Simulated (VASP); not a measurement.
These are PBE GGA, VASP's PBE PAW potentials (set 64) (plane waves; VASP) values and carry that method's errors.

VASP input:

INCAR:
```
ALGO = Normal
EDIFF = 1E-6
ENCUT = 300
GGA = PE
ISIF = 2
ISMEAR = 0
ISPIN = 2
LASPH = .True.
LCHARG = .False.
LMAXMIX = 6
LORBIT = 11
LREAL = .False.
LWAVE = .False.
MAGMOM = 3*2.0 0.0
NELM = 100
PREC = Accurate
SIGMA = 0.1
SYSTEM = V3Os
```

KPOINTS:
```
Automatic mesh
0
Gamma
5 5 5
0 0 0
```

### POSCAR
```
V3Os
1
    3.6335780000     0.0000000000     0.0000000000
    0.0000000000     3.6335780000     0.0000000000
    0.0000000000     0.0000000000     3.6335780000
V Os
3 1
Direct
  0.0000000000   0.5000000000   0.5000000000
  0.5000000000   0.5000000000   0.0000000000
  0.5000000000   0.0000000000   0.5000000000
  0.0000000000   0.0000000000   0.0000000000
```

POTCAR, in this order: V_sv Os (PBE.64 set). Program: vasp_std.

At this cut-off the stress carries a Pulay error, which pulls relaxed volumes low. Unless said otherwise, spin-orbit coupling is left out, though it shifts the bands of the heavy elements here.

Problem. What does the run give for the energy per atom (σ→0), cell moment, pressure, band gap (on the k-mesh)?

Solution. 
- energy per atom (σ→0): -896.5 kJ/mol of atoms
- cell moment: 0.00 μB
- band gap (on the k-mesh): none (metal, semimetal or under 0.01 eV)
- pressure: 44.13 GPa

OSZICAR:
```
...
DAV:  10    -0.371834380801E+02    0.55192E-02   -0.75091E-03  1557   0.664E-01    0.595E-01
DAV:  11    -0.371825272935E+02    0.91079E-03   -0.53493E-03  1598   0.651E-01    0.146E-01
DAV:  12    -0.371825709201E+02   -0.43627E-04   -0.40387E-04  1718   0.159E-01    0.631E-02
DAV:  13    -0.371825808591E+02   -0.99390E-05   -0.40193E-05  1517   0.369E-02    0.232E-02
DAV:  14    -0.371825790184E+02    0.18407E-05   -0.66574E-06  1500   0.186E-02    0.745E-03
DAV:  15    -0.371825778696E+02    0.11489E-05   -0.83816E-07   788   0.684E-03    0.353E-03
DAV:  16    -0.371825771030E+02    0.76657E-06   -0.21495E-07   802   0.368E-03
   1 F= -.37182577E+02 E0= -.37168008E+02  d E =-.291384E-01  mag=     0.0001
```

The structure was generated: V3Os was put into an ordered model structure, which need not be its known phase. The cell was not relaxed at this level. The k-mesh is coarse (spacing up to 0.35 per Å, 2π included), so the numbers may not be converged in it.
